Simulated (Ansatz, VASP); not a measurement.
## Cross-check of InPd between VASP and Ansatz

Wanted: the spread between two codes on one cell, functional and k mesh. The cell is taken from a series of runs on this material, whose earlier steps may have relaxed, scaled, displaced or heated it; both programs get it as it stands.

Calculated with Ansatz 0.2.0; plane waves, with VASP 6.6.1 beside it; relaxation of cell and atoms at PBEsol.

### Step 1. Starting point

The structure is cubic, space group Pm-3m (No. 221). The conventional cell has a = 3.247 Å, b = 3.247 Å, c = 3.247 Å, α = 90.00°, β = 90.00°, γ = 90.00°. Nearest to In lie 8 Pd at 2.81 Å. Pd has 8 In at 2.81 Å nearest. Farther neighbours are not listed.

As a file:

```cif
data_structure
_symmetry_space_group_name_H-M 'P 1'
_symmetry_Int_Tables_number 1
_cell_length_a 3.2466
_cell_length_b 3.2466
_cell_length_c 3.2466
_cell_angle_alpha 90.000
_cell_angle_beta 90.000
_cell_angle_gamma 90.000
_cell_volume 34.22
loop_
_atom_site_label
_atom_site_type_symbol
_atom_site_fract_x
_atom_site_fract_y
_atom_site_fract_z
_atom_site_occupancy
In1 In 0.00000 0.00000 0.00000 1
Pd2 Pd 0.50000 0.50000 0.50000 1
```

### Step 2. Ansatz: relaxation of cell and atoms, PBEsol

Ansatz runs on its default PAW (the set named soft_2) files.

The relaxed volume is the usual yardstick between codes: in a stiff, nearly cubic crystal its relative difference is about their pressure difference at one cell divided by the bulk modulus.

The input, input.yaml:

```yaml
crystal:
  lattice:
    - [3.2466286229, 0.0, 0.0]
    - [0.0, 3.2466286229, 0.0]
    - [0.0, 0.0, 3.2466286229]
  atoms:
    - { symbol: In, position: [0.0, 0.0, 0.0] }
    - { symbol: Pd, position: [0.5, 0.5, 0.5] }
kpoints:
  mp_grid: { grid: [16, 16, 16] }
hamiltonian:
  xc: pbesol
scf:
  occupations: { method: methfessel_paxton, width: 0.2 }
  lower_state_search: "off"
output:
  forces: true
  stress: true
  eigenvalues: true
relax:
  adjacent_minimum: "off"
  f_tol: 0.001
  max_steps: 60
  cell: { stress_tol: 0.01 }
```

On the command line:

```
ansatz run input.yaml --threads 4 --pin off --max-ram 8192MiB --backend cpu --events-out ev --progress --plain --runs-dir out
```

Numbers of over 12 decimals in the logs are rounded to 6 here.

Log:

```text
Engine: ansatz 0.2.0, aarch64-unknown-linux-gnu
Pseudopotentials: kind: paw
Pseudopotential: In, paw, valence charge 13, recommended cutoff 420 eV (normal), In.paw.azcp
Pseudopotential: Pd, paw, valence charge 18, recommended cutoff 420 eV (normal), Pd.paw.azcp
Functional definition: PBEsol
  exchange = pbesol_x
  correlation = pbesol_c
Crystal: 2 atoms, lattice volume = 34.221 Å³
Basis set: ecut = 420 eV, 691 PW (Γ), exchange–correlation on 48×48×48 points (8 copies of the dense FFT grid, shifted against one another)
Bands: 20, of which v1, the nominal top of the filled ones, is band 16 counted from 1 (15 counted from 0)
Symmetry: 48 space group operations
Space group: Pm-3m (ITA 221), of the structure as read, at distance tolerance 3.2e-5 Å
k-points: 165 of 4096
Non-local potential: In, projectors of the file, l = 0: 2, l = 1: 2, l = 2: 2, l = 3: 2
Non-local potential: Pd, projectors of the file, l = 0: 2, l = 1: 2, l = 2: 2, l = 3: 1
PAW form: soft (Blöchl's): semilocal exchange-correlation on the pseudo side does not see the compensation charge
PAW frozen core: In, regenerated for the run's functional, and the local potential with it (the file was generated under x = pbe(κ = 0.804, μ = 0.219515), c = pbe(β = 0.066725))
PAW frozen core: Pd, regenerated for the run's functional, and the local potential with it (the file was generated under x = pbe(κ = 0.804, μ = 0.219515), c = pbe(β = 0.066725))
PAW one-centre angular grid: In, 590 points (default); XC on 64 Gauss nodes
PAW one-centre angular grid: Pd, 590 points (default); XC on 64 Gauss nodes
Initial density: superposition of atomic densities (neutral atoms: chi_scale 0, normalization atom), corrected by the library's trained network
Initial wavefunctions: pseudopotential atomic-orbital guess
Functional: x = pbesol(κ = 0.804, μ = 0.123457), c = pbesol(β = 0.046)
SCF iter   1: F=—  HF=-12433.125380 eV  |F-HF|=—  |Δ(HF+E_count)|=         —  Δρ=8.07e-3  dr2=2.28e-2  ethr=1.77e-3  ⟨swp⟩=5.1  Hψ=14445  notcnv=0
preconditioner: auto → none  [metal: Δε(μ)=0.045 eV  Ē_g=14.603 eV  σ=0.200 eV  W_gap=0.18  n_scr=6 (ndim 8)  ℏωp=30.4 eV  f_vac=0.000  D(μ)=0.67/eV (n_scr^D=0)  sad-step TF]
SCF iter   2: F=—  HF=-12433.121515 eV  |F-HF|=—  |Δ(HF+E_count)|=   3.86e-3  S|Δr|=    0.00e0  Δρ=3.86e-3  dr2=6.02e-3  ethr=7.37e-5  ⟨swp⟩=1.5  Hψ=4934  notcnv=0
SCF iter   3: F=—  HF=-12433.120193 eV  |F-HF|=—  |Δ(HF+E_count)|=   1.32e-3  S|Δr|=    0.00e0  Δρ=4.19e-4  dr2=5.24e-5  ethr=1.94e-5  ⟨swp⟩=2.0  Hψ=3946  notcnv=0  defer=2
SCF iter   4: F=—  HF=-12433.120183 eV  |F-HF|=—  |Δ(HF+E_count)|=   9.85e-6  S|Δr|=    0.00e0  Δρ=1.37e-4  dr2=5.84e-6  ethr=1.69e-7  ⟨swp⟩=2.1  Hψ=4787  notcnv=0  defer=2
SCF iter   5: F=—  HF=-12433.120181 eV  |F-HF|=—  |Δ(HF+E_count)|=   1.96e-6  S|Δr|=    0.00e0  Δρ=2.31e-5  dr2=1.02e-7  ethr=1.88e-8  ⟨swp⟩=2.0  Hψ=5019  notcnv=0  defer=2
SCF iter   6: F=-12433.120181 eV  HF=-12433.120181 eV  |F-HF|=6.84e-10  |Δ(HF+E_count)|=   1.79e-8  S|Δr|=    0.00e0  Δρ=2.22e-6  dr2=1.01e-9  ethr=3.23e-10  ⟨swp⟩=5.7  Hψ=13264  notcnv=0
SCF 1 converged in 6 iterations: F = -12433.120181 eV  dr2 = 1.01e-9
  greatest PAW one-centre occupation: 0.999 electrons in one spin orbital (limit 2), on the Pd atom at site 1 (counted from 0), in its partial waves of l = 0
relax step   1: F+E_penalty+E_count = -12433.12018136 eV  Δ(F+E_penalty+E_count) = +0.000e0 eV  max|allowed force component| = 7.652e-29 eV/Å  Δτ_max = 0.0000 Å  P = +0.050 GPa  Ω = 34.221 Å³  (6 SCF iters, dr2 threshold 1.00e-7 eV, accepted)
[...]
relax step   2: F+E_penalty+E_count = -12433.12016713 eV  Δ(F+E_penalty+E_count) = +1.423e-5 eV  max|allowed force component| = 1.315e-29 eV/Å  Δτ_max = 0.0000 Å  P = -0.069 GPa  Ω = 34.251 Å³  energy of the carried Pulay correction = -1.247e-5 eV  (4 SCF iters, dr2 threshold 6.23e-9 eV, rejected (line search))
[...]
relax step   3: F+E_penalty+E_count = -12433.12017805 eV  Δ(F+E_penalty+E_count) = +3.313e-6 eV  max|allowed force component| = 4.207e-30 eV/Å  Δτ_max = 0.0000 Å  P = -0.000 GPa  Ω = 34.234 Å³  energy of the carried Pulay correction = -5.252e-6 eV  (6 SCF iters, accepted)
[...]
relax step   4: F+E_penalty+E_count = -12433.12017805 eV  Δ(F+E_penalty+E_count) = +5.457e-12 eV  max|allowed force component| = 4.076e-30 eV/Å  Δτ_max = 0.0000 Å  P = +0.000 GPa  Ω = 34.234 Å³  stress off target by 2.25e-5 GPa  SCF on the basis re-selected at this cell (its energy is not comparable with the rows above)  (5 SCF iters)
basis re-selected at this cell: Δ(F+E_penalty+E_count) = +5.457e-12 eV, ΔP = +0.000 GPa vs the last step (what re-selecting the basis moved, of the pressure what is left beyond the Pulay correction that the steps carried, after the strain that the cell walked since its last selection, with what the two solves' SCF thresholds leave and, on support functions, any second-order correction that the steps lacked; it is no  [...]
SCF converged after 5 iterations
Stability not checked: this state was not tested for a lower state beside it, because cold or Methfessel-Paxton smearing, or corrected tetrahedra, fill the levels in a way that the test cannot read (fill_not_monotonic; see scf.lower_state_search)
Free energy (F): -12433.120178 eV
Harris-Foulkes:  -12433.120178 eV  (|F-HF|=1.82e-12)
Internal energy: -12433.120422 eV  (E = F + TS)
E sigma→0 (E₀):  -12433.120239 eV
Entropy (-TS):   0.000244 eV (0.122 meV/atom)
Fermi energy:    17.112372 eV
--- Per-component energies (eV) ---
  E_band       = -135.267290
  E_kinetic    = 760.958126
  E_local      = -2855.797617  (includes V_loc(G=0)·N_el)
  E_nonlocal   = 588.590010
  E_hartree    = 1159.916260
  E_xc         = -382.221854
  E_vxc        = -312.627843  (∫ρ·V_xc dr)
  E_paw        = -7771.298478  (= ΣΔE_a)
  E_vpaw       = -636.222754  (= ΣTr[D̂ρ^β])
  E_aug_tail   = 0.000224  (compensation charges beyond the density's cutoff)
  E_ewald      = -3933.805520
  E_core_change = 0.538427  (= ΣΔE_core)
  E_smearing   = 0.000244  (= −TS)
  E_closure    = 0.000000  (closes the sum)
  Σ components = -12433.120178   (vs F -12433.120178, Δ=0.00e0)
--- Forces (eV/Å), atoms counted from 1 ---
  atom   1  In    -0.00000000    -0.00000000    -0.00000000
  atom   2  Pd     0.00000000    -0.00000000     0.00000000
  max |Σ_I F_I| component: 8.68e-30 eV/Å
--- Stress (GPa, compression-positive) ---
        0.000023      -0.000000      -0.000000
        0.000000       0.000023       0.000000
        0.000000       0.000000       0.000023
  P = ⅓ Tr σ = 0.0000 GPa (0.000 kbar)
--- Band table (eV; the first three rows and the last of 165) ---
  k-point 0: bands = [... 12 lower, 14.7510, 14.7510, 14.7510, 21.2827, 21.2827, 21.2827, 26.7184, 27.8166]
  k-point 1: bands = [... 12 lower, 14.7003, 14.7003, 14.7478, 20.8232, 21.4127, 21.4127, 26.9433, 27.7902]
  k-point 2: bands = [... 12 lower, 14.5631, 14.5631, 14.7386, 19.7870, 21.7883, 21.7883, 27.1291, 27.7130]
  k-point 164: bands = [... 12 lower, 15.3927, 15.3927, 17.0409, 20.8641, 20.8641, 20.8641, 21.5567, 21.5567]
--- Relaxed structure (3 steps of the walk, 2 accepted, 1 SCFs on fresh bases) ---
  F+E_penalty+E_count = -12433.12017805 eV   max|allowed force component| = 4.076e-30 eV/Å   (the final SCF, on the basis selected at the relaxed cell)
  cell:  # Å, volume = 34.2339 Å³
    - [3.247024, 0, 0.0]
    - [0, 3.247024, 0.0]
    - [0.0, 0.0, 3.247024]
  atoms:
    - { symbol: In, position: [0, 0, 0] }
    - { symbol: Pd, position: [0.5, 0.5, 0.5] }
```

### Step 3. VASP: relaxation of cell and atoms, PBEsol

The same cell, functional, mesh and smearing now go to VASP, with its own data sets.

Lines of VASP's logs that name or quote its potential files are left out, and so is its time.

The input, INCAR:

```
SYSTEM = InPd
PREC = Accurate
ENCUT = 500
EDIFF = 1E-07
NELM = 120
ISMEAR = 1
SIGMA = 0.2
LREAL = .FALSE.
ALGO = Normal
GGA = PS
NBANDS = 17
LASPH = .TRUE.
LORBIT = 11
LWAVE = .FALSE.
LCHARG = .FALSE.
ISIF = 3
IBRION = 2
NSW = 80
EDIFFG = -0.005
GGA_COMPAT = .FALSE.
NELMIN = 4
```

The input, POSCAR:

```
InPd
1.0
    3.2466290000      0.0000000000      0.0000000000
    0.0000000000      3.2466290000      0.0000000000
    0.0000000000      0.0000000000      3.2466290000
In Pd
1 1
Direct
    0.0000000000      0.0000000000      0.0000000000
    0.5000000000      0.5000000000      0.5000000000
```

The input, KPOINTS:

```
Automatic mesh
0
Gamma
16 16 16
0 0 0
```

PAW data sets: In_d and Pd (PBE family, release 64).

On the command line:

```
mpirun -np 1 vasp_std
```

Log:

```text
[banner, memory and clock lines left out]
running    1 mpi-ranks, on    1 nodes
 distrk:  each k-point on    1 cores,    1 groups
 distr:  one band on    1 cores,    1 groups

 POSCAR found type information on POSCAR InPd
 POSCAR found :  2 types and       2 ions
|                                                                             |
|               ----> ADVICE to this user running VASP <----                  |
|                                                                             |
|     You enforced a specific xc type in the INCAR file but a different       |
|     [... a line on the potential file left out ...]
|     I HOPE YOU KNOW WHAT YOU ARE DOING!                                     |
|                                                                             |

 LDA part: xc-table for (Slater+PW92), standard interpolation
 POSCAR, INCAR and KPOINTS ok, starting setup
 FFT: planning ... GRIDC
 FFT: planning ... GRID_SOFT
 FFT: planning ... GRID
 WAVECAR not read
 entering main loop
       N       E                     dE             d eps       ncg     rms          rms(c)
DAV:   1     0.159373492703E+03    0.15937E+03   -0.11057E+04  5733   0.173E+03
DAV:   2    -0.241420446908E+01   -0.16179E+03   -0.15643E+03  5728   0.366E+02
DAV:   3    -0.101431379178E+02   -0.77289E+01   -0.76703E+01  6722   0.871E+01
DAV:   4    -0.102997427433E+02   -0.15660E+00   -0.15652E+00  7042   0.112E+01
DAV:   5    -0.103062083605E+02   -0.64656E-02   -0.64653E-02  7718   0.211E+00    0.719E+00
DAV:   6    -0.100590458514E+02    0.24716E+00   -0.72352E-01  6105   0.108E+01    0.317E+00
DAV:   7    -0.100146548608E+02    0.44391E-01   -0.83714E-02  7296   0.546E+00    0.170E+00
DAV:   8    -0.100033172163E+02    0.11338E-01   -0.26309E-02  7027   0.167E+00    0.428E-01
DAV:   9    -0.100021885069E+02    0.11287E-02   -0.21199E-03  7256   0.776E-01    0.790E-02
DAV:  10    -0.100021699644E+02    0.18543E-04   -0.45731E-05  7964   0.973E-02    0.242E-02
DAV:  11    -0.100021693080E+02    0.65638E-06   -0.36086E-06  6094   0.186E-02    0.554E-03
DAV:  12    -0.100021696026E+02   -0.29456E-06   -0.46090E-07  7088   0.637E-03    0.112E-03
DAV:  13    -0.100021695948E+02    0.78021E-08   -0.12705E-08  3081   0.129E-03
   1 F= -.10002170E+02 E0= -.10002252E+02  d E =-.100022E+02
[...]
2 F= -.10002161E+02 E0= -.10002241E+02  d E =0.832571E-05
[...]
3 F= -.10002195E+02 E0= -.10002276E+02  d E =-.254200E-04
[...]
4 F= -.10002194E+02 E0= -.10002275E+02  d E =-.248924E-04
 curvature:  -0.17 expect dE=-0.175E-05 dE for cont linesearch -0.175E-05
 ZBRENT: interpolating
 opt :   0.5340  next Energy=   -10.002195 (dE=-0.258E-04)
 bond charge predicted
       N       E                     dE             d eps       ncg     rms          rms(c)
DAV:   1    -0.100022021251E+02   -0.76320E-05   -0.12977E-04  6026   0.189E-01    0.192E-02
DAV:   2    -0.100021957352E+02    0.63899E-05   -0.24697E-05  5811   0.630E-02    0.611E-03
DAV:   3    -0.100021951770E+02    0.55815E-06   -0.19985E-06  7290   0.256E-02    0.230E-03
DAV:   4    -0.100021952026E+02   -0.25542E-07   -0.29914E-07  4653   0.930E-03
   5 F= -.10002195E+02 E0= -.10002276E+02  d E =-.256078E-04
 curvature:  -0.09 expect dE=-0.703E-07 dE for cont linesearch -0.703E-07
 trial: gam= 0.00000 g(F)=  0.560E-65 g(S)=  0.812E-06 ort =-0.967E-05 (trialstep = 0.907E+00)
 search vector abs. value=  0.812E-06
 reached required accuracy - stopping structural energy minimisation
```

OUTCAR, selected parts (step 3):

```text
ion  position               nearest neighbor table
   1  0.000  0.000  0.000-   2 2.81   2 2.81   2 2.81   2 2.81   2 2.81   2 2.81   2 2.81   2 2.81

  LATTYP: Found a simple cubic cell.
 ALAT       =     3.2466290000

 Subroutine GETGRP returns: Found 48 space group operations
 (whereof 48 operations were pure point group operations)

The static configuration has the point symmetry O_h .

 Found    165 irreducible k-points:

   k-points           NKPTS =    165   k-points in BZ     NKDIM =    165   number of bands    NBANDS=     17

   dimension x,y,z NGX =    24 NGY =   24 NGZ =   24
   dimension x,y,z NGXF=    48 NGYF=   48 NGZF=   48

   ENCUT  =  500.0 eV  36.75 Ry    6.06 a.u.   5.92  5.92  5.92*2*pi/ulx,y,z

   NELECT =      23.0000    total number of electrons

 k-points in reciprocal lattice and weights: Automatic mesh
   0.00000000  0.00000000  0.00000000       0.000
   0.06250000  0.00000000  0.00000000       0.001
   0.12500000  0.00000000  0.00000000       0.001
   0.18750000  0.00000000  0.00000000       0.001
   0.25000000  0.00000000  0.00000000       0.001
   0.31250000  0.00000000  0.00000000       0.001
   0.37500000  0.00000000  0.00000000       0.001
   0.43750000  0.00000000  0.00000000       0.001
   0.50000000  0.00000000  0.00000000       0.001
[...]
0.50000000  0.50000000  0.43750000       0.001
   0.50000000  0.50000000  0.50000000       0.000

 average (electrostatic) potential at core
       1 -90.4943       2 -69.9467

 E-fermi :  10.6943

 k-point     1 :       0.0000    0.0000    0.0000
  band No.  band energies     occupation
    ...
      7       6.7390      2.00000
      8       6.7390      2.00000
      9       8.3410      2.00000
     10       8.3410      2.00000
     11       8.3410      2.00000
     12      14.8607      0.00000
     13      14.8607      0.00000
     14      14.8607      0.00000
     15      20.3088      0.00000
     16      21.3965      0.00000
    ...

 k-point     2 :       0.0625    0.0000    0.0000
  band No.  band energies     occupation
    ...
      7       6.7391      2.00000
      8       6.7505      2.00000
      9       8.2904      2.00000
     10       8.2904      2.00000
     11       8.3378      2.00000
     12      14.4014     -0.00000
     13      14.9907      0.00000
     14      14.9907      0.00000
     15      20.5327      0.00000
     16      21.3706      0.00000
    ...

 k-point     3 :       0.1250    0.0000    0.0000
  band No.  band energies     occupation
    ...
      7       6.7394      2.00000
      8       6.7748      2.00000
      9       8.1532      2.00000
     10       8.1532      2.00000
     11       8.3286      2.00000
     12      13.3656     -0.00000
     13      15.3657      0.00000
     14      15.3657      0.00000
     15      20.7163      0.00000
     16      21.2952      0.00000
    ...

  Total       -0.0033490     -0.0033490     -0.0033490     -0.0000000     -0.0000000      0.0000000
  in kB       -0.1565530     -0.1565530     -0.1565530     -0.0000000     -0.0000000      0.0000000
  external PRESSURE =      -0.1565530 kB  Pullay stress =       0.0000000 kB

  energy-cutoff  :      500.00
  volume of cell :       34.27
      direct lattice vectors                 reciprocal lattice vectors
     3.248296880 -0.000000000 -0.000000000     0.307853634  0.000000000 -0.000000000
    -0.000000000  3.248296880 -0.000000000     0.000000000  0.307853634 -0.000000000
     0.000000000  0.000000000  3.248296880     0.000000000  0.000000000  0.307853634

 POSITION                                       TOTAL-FORCE (eV/Angst)
 -----------------------------------------------------------------------------------
      0.00000      0.00000      0.00000         0.000000     -0.000000      0.000000
      1.62415      1.62415      1.62415        -0.000000      0.000000      0.000000
 -----------------------------------------------------------------------------------
    total drift:                                0.000000      0.000000     -0.000000

  FREE ENERGIE OF THE ION-ELECTRON SYSTEM (eV)
  ---------------------------------------------------
  free  energy   TOTEN  =       -10.0021952026 eV

  energy  without entropy=      -10.0024383357  energy(sigma->0) =      -10.00227625

 reached required accuracy - stopping structural energy minimisation

 total charge
# of ion       s       p       d       tot
------------------------------------------
    1        0.802   0.765   9.906  11.473
    2        0.426   0.439   8.652   9.517
--------------------------------------------------
tot          1.229   1.204  18.558  20.990

[... 3 further parts left out ...]
```

CONTCAR:

```
InPd
   1.00000000000000
     3.2482968798966914   -0.0000000000000000   -0.0000000000000000
    -0.0000000000000000    3.2482968798966914   -0.0000000000000000
     0.0000000000000000    0.0000000000000000    3.2482968798966914
  In              Pd
     1     1
Direct
     0.0000000000000000    0.0000000000000000    0.0000000000000000
     0.5000000000000000    0.5000000000000000    0.5000000000000000
```

### Step 4. Comparison

Known differences besides the potentials themselves: the data sets hold 31 valence electrons in Ansatz (on its default PAW (the set named soft_2) files) and 23 in VASP; the cutoff is 420 eV in Ansatz and 500 eV in VASP; Ansatz makes its cores anew for this functional, VASP keeps those of its PBE data sets; Ansatz adds a Pulay correction to the stress that steers its cell, VASP none. Total energies have different zeros and are not compared.

The two programs side by side:

```
                                         quantity  Ansatz   VASP  difference
                                      volume (Å³)   34.23  34.27     -0.12 %
edge a after relaxation, in the typed setting (Å)   3.247  3.248     -0.04 %
```

### Step 5. Results

```json
{
  "difference in volume (relaxation of cell and atoms, PBEsol)": "-0.12 %"
}
```

In words: The difference in volume is -0.12 % (relaxation of cell and atoms, PBEsol), within the 1.2 % picked in this series as the mark of a large difference, as far as the stopping tolerances let one tell. The data sets hold unlike numbers of valence electrons (31 in Ansatz and 23 in VASP), so part of the differences comes from the potentials. Such differences can come from data sets, numerical settings and the points named under the comparisons, not from the functional's error against experiment.

[Lines on the potential files, build, host, timing and source positions are cut from VASP's logs without a mark.]

[Logs are printed without paths, hosts, clocks, repeated set-up lines and the standing remarks that a program may print on its own settings, such as how far it seeks lower states.]

[Hosts, paths, dates, database ids (printed as entryN), source tags and the programs' standing remarks are cut or masked in the printed files.]
